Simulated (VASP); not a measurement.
VASP ran on this input.

INCAR:
```
ISMEAR=1
LMAXMIX=6   # l cut-off of mixed one-centre charges
ENCUT=400
ALGO=Normal   # blocked Davidson
NELM=100   # most electronic steps
IBRION=2   # conjugate gradients
PREC=Accurate
LWAVE=.FALSE.
LASPH=.TRUE.   # aspherical one-centre terms
SIGMA=0.1   # width (eV)
SYSTEM=TaSb
ISIF=3   # ions, shape and volume
EDIFF=1E-6   # SCF stop (eV)
LREAL=.FALSE.   # projection in real space or not
EDIFFG=-0.02   # ionic stop
GGA=PS
NSW=60   # most ionic steps
LCHARG=.FALSE.
```

File POSCAR:
```
TaSb
1.0
  3.1255766981   0.0000000000   0.0000000000
 -1.5627883490   2.7068287951   0.0000000000
  0.0000000000   0.0000000000  10.0398966829
Ta Sb
2 2
Cartesian
 -0.0000015628   1.8045534323   0.4898045864
  1.5627899119   0.9022753628   5.5097529278
 -0.0000015628   1.8045534323   3.2751566697
  1.5627899119   0.9022753628   8.2951050112
```

### KPOINTS
```
kpoints
0
G
 10 10 3
0 0 0
```

POTCAR, in this order: Ta_pv Sb (PBE.64 set). Program: vasp_std.

Task: Write an equivalent input for Ansatz.

Result: One equivalent input (not run):
Ansatz 0.2 input:
```yaml
crystal:
  lattice:
    - [3.1255767, 0.0000000, 0.0000000]
    - [-1.5627883, 2.7068288, 0.0000000]
    - [0.0000000, 0.0000000, 10.0398967]
  atoms:
    - { symbol: Ta, position: [0.3333330, 0.6666670, 0.0487858] }
    - { symbol: Ta, position: [0.6666670, 0.3333330, 0.5487858] }
    - { symbol: Sb, position: [0.3333330, 0.6666670, 0.3262142] }
    - { symbol: Sb, position: [0.6666670, 0.3333330, 0.8262142] }
kpoints:
  mp_grid: { grid: [10, 10, 3] }
hamiltonian:
  xc: pbesol
  pseudopotentials: { kind: paw }
scf:
  occupations: { method: methfessel_paxton, width: 0.1 }
  max_iter: 100
relax:
  max_steps: 60
  f_tol: 0.02
  cell: {}
output: { forces: true, stress: true, eigenvalues: true }
```
The two are equivalent in intent, not identical: each code has its own PAW files, so the cut-off isn't converted (ENCUT is set for VASP's; basis.ecutwfc is left out, and Ansatz then takes the one that its files recommend); Ansatz stops its SCF on the density residual and VASP on the energy change (EDIFF).

The structure was generated: TaSb was put into the wurtzite type (P6_3mc), which need not be its known phase. This run relaxes it. Symmetry was kept, so distortions that lower it aren't found. The start is the result of an earlier pass.
